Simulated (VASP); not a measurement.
Computed with vdW-DF-cx, VASP's PBE PAW potentials (set 64) (plane waves; VASP).

VASP ran on this input.

File POSCAR:
```
Li2S
1
    0.0000000000     2.8795286815     2.8795286815
    2.8795286815     0.0000000000     2.8795286815
    2.8795286815     2.8795286815     0.0000000000
Li S
2 1
Direct
  0.2500000000   0.2500000000   0.2500000000
  0.7500000000   0.7500000000   0.7500000000
  0.0000000000   0.0000000000   0.0000000000
```

### INCAR
```
SYSTEM = Li2S
PREC = Accurate
ENCUT = 520
EDIFF = 1E-7
NELM = 100
ALGO = Normal
LREAL = .FALSE.
LASPH = .TRUE.
ISMEAR = 0
SIGMA = 0.05
GGA = CX
LUSE_VDW = .TRUE.
AGGAC = 0.0
LWAVE = .FALSE.
LCHARG = .FALSE.
ISIF = 2
```

### KPOINTS
```
Automatic mesh
0
Gamma
7 7 7
0 0 0
```

POTCAR, in this order: Li_sv S (PBE.64 set). Program: vasp_std.

### Question
Predict the energy per atom (σ→0), pressure.

### Answer

```
Quantity                       Result
---------------------  --------------
energy per atom (σ→0)  -2.934 eV/atom
pressure                    -1.15 GPa
```

### OSZICAR
```
...
DAV:   9    -0.880289363791E+01    0.83048E-03   -0.24878E-03   512   0.305E-01    0.240E-01
DAV:  10    -0.880341303792E+01   -0.51940E-03   -0.12812E-03   434   0.231E-01    0.128E-01
DAV:  11    -0.880341977799E+01   -0.67401E-05   -0.51712E-05   578   0.651E-02    0.420E-02
DAV:  12    -0.880342745731E+01   -0.76793E-05   -0.95348E-06   456   0.245E-02    0.895E-03
DAV:  13    -0.880342740463E+01    0.52676E-07   -0.35575E-06   560   0.116E-02    0.715E-03
DAV:  14    -0.880342713333E+01    0.27130E-06   -0.13065E-07   406   0.389E-03    0.499E-04
DAV:  15    -0.880342717744E+01   -0.44109E-07   -0.34080E-08   256   0.170E-03
   1 F= -.88034272E+01 E0= -.88034272E+01  d E =-.376282E-18
```

The compound is Li2S in the antifluorite structure. This cell is one point of a volume scan, at 1.03 of the reference volume.
